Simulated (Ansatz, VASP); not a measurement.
**Be3BiN in VASP and in Ansatz**

File INCAR:

```
PREC = Accurate ; ENCUT = 520
EDIFF = 1E-6 ; ISMEAR = 0
SIGMA = 0.1 ; LREAL = False
LASPH = True ; NELM = 60
ALGO = Normal ; ISIF = 2
LWAVE = False ; LCHARG = False
GGA = PE ; NBANDS = 21
```

Contents of KPOINTS:

```
regular mesh
0
Gamma
  10 10 10
```

The input POSCAR:

```
Be3BiN
1.0
    3.8621325596      0.0000000000      0.0000000000
    0.0000000000      3.8621325596      0.0000000000
    0.0000000000      0.0000000000      3.8621325596
Be Bi N
3 1 1
Direct
    0.5000000000      0.5000000000      0.0000000000
    0.0000000000      0.5000000000      0.5000000000
    0.5000000000      0.0000000000      0.5000000000
    0.0000000000      0.0000000000      0.0000000000
    0.5000000000      0.5000000000      0.5000000000
```

Input for Ansatz:

```yaml
crystal:
  lattice:
    - [3.8621325596, 0.0, 0.0]
    - [0.0, 3.8621325596, 0.0]
    - [0.0, 0.0, 3.8621325596]
  atoms:
    - { symbol: Be, position: [0.5, 0.5, 0.0] }
    - { symbol: Be, position: [0.0, 0.5, 0.5] }
    - { symbol: Be, position: [0.5, 0.0, 0.5] }
    - { symbol: Bi, position: [0.0, 0.0, 0.0] }
    - { symbol: "N", position: [0.5, 0.5, 0.5] }
basis:
  ecutwfc: 420
kpoints:
  mp_grid: { grid: [10, 10, 10] }
hamiltonian:
  xc: pbe
scf:
  occupations: { method: gaussian, width: 0.1 }
  n_extra_bands: 20
output:
  eigenvalues: true
  optics: { e_range: [0, 14], sigma: 0.1, nscf_kmesh: { grid: [16, 16, 16] } }
checkpoint:
  read: start.run
  write: ck
  compress: false
  write_wavefunctions: false
  write_every: 100000
```

Alike in both runs: task single point; functional PBE; k mesh 10 × 10 × 10; occupations gaussian, width 0.1 eV; no spin polarisation.

|  | VASP | Ansatz |
| --- | --- | --- |
| version | VASP 6.6.1 | Ansatz 0.2.0 |
| potentials or method | VASP PAW PBE potentials, release 64 (Be, Bi_d, N) | scalar-relativistic, plane waves, PAW |
| plane-wave cutoff (eV) | 520 | 420 |
| valence electrons in the cell | 26 | 26 |

VASP gave:

- gap on the k mesh at the Fermi level (eV): 0.04
- least direct gap on the mesh (eV): 0.41

Q: Estimate Ansatz's values.

A: gap on the k mesh at the Fermi level (eV): 0.04; least direct gap on the mesh (eV): 0.42.

The functional is the same, so the differences come from potentials, cutoffs and numerics. Ansatz warned: «optics_on_partly_filled_bands».

Caveats: spin-orbit coupling is left out, which as a rule narrows the gap of such compounds by several tenths of an eV.
